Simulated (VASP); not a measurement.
## LiF (relaxed from the zinc blende structure, space group F-43m): computed properties

Method: PBEsol GGA, VASP's PBE PAW potentials (set 64) (plane waves; VASP).

For LiF, the space group is F-43m (216). The cell is a = b = c = 4.3083 Å, α = β = γ = 90.00°. The volume per atom is 10.00 Å³/atom, the band gap (over mesh and band path) comes out as 7.67 eV and the smallest direct gap (over mesh and band path) comes out as 7.67 eV. The band-edge character is direct, Γ to Γ and the density is 2.15 g/cm³.

```cif
data_F4Li4
_chemical_formula_sum 'Li4 F4'
_space_group_name_H-M_alt 'F-43m'
_space_group_IT_number 216
_space_group_name_Hall 'F -4 2 3'
_cell_length_a 4.30828
_cell_length_b 4.30828
_cell_length_c 4.30828
_cell_angle_alpha 90.000
_cell_angle_beta 90.000
_cell_angle_gamma 90.000
loop_
_atom_site_label
_atom_site_type_symbol
_atom_site_symmetry_multiplicity
_atom_site_Wyckoff_symbol
_atom_site_fract_x
_atom_site_fract_y
_atom_site_fract_z
_atom_site_occupancy
Li1 Li 4 a 0.00000 0.00000 0.00000 1
F1 F 4 d 0.75000 0.75000 0.75000 1
```
(The calculation used a cell of 2 atoms; values per cell refer to that cell.)

The structure was generated: LiF was put into the zinc blende type (F-43m), which need not be its known phase. It was relaxed first. Symmetry was kept, so distortions that lower it aren't found.
